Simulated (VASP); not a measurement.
Given:

```
CELL_PARAMETERS angstrom
      0.00000     3.00113     3.00113
      3.00113     0.00000     3.00113
      3.00113     3.00113     0.00000
ATOMIC_POSITIONS crystal
  Al 0.25000 0.25000 0.25000
  Al 0.75000 0.75000 0.75000
  Au 0.00000 0.00000 0.00000
```

The numbers are results of PW91 GGA, VASP's PBE PAW potentials (set 64) (plane waves; VASP), not measurements. Numerical set-up: 520 eV cut-off, 9×9×9 Γ-centred mesh, first-order Methfessel-Paxton smearing of 0.10 eV, potentials Al Au.

Give the stress tensor in GPa (positive for a compressed cell).

```
3.41  0.00  0.00
0.00  3.41  0.00
0.00  0.00  3.41
```
The pressure is its mean diagonal, 3.41 GPa.

The compound is AuAl2 in the fluorite structure. This cell is one point of a volume scan, at 0.97 of the reference volume. The electron count is odd and the run is not spin-polarised, which forces a metal.
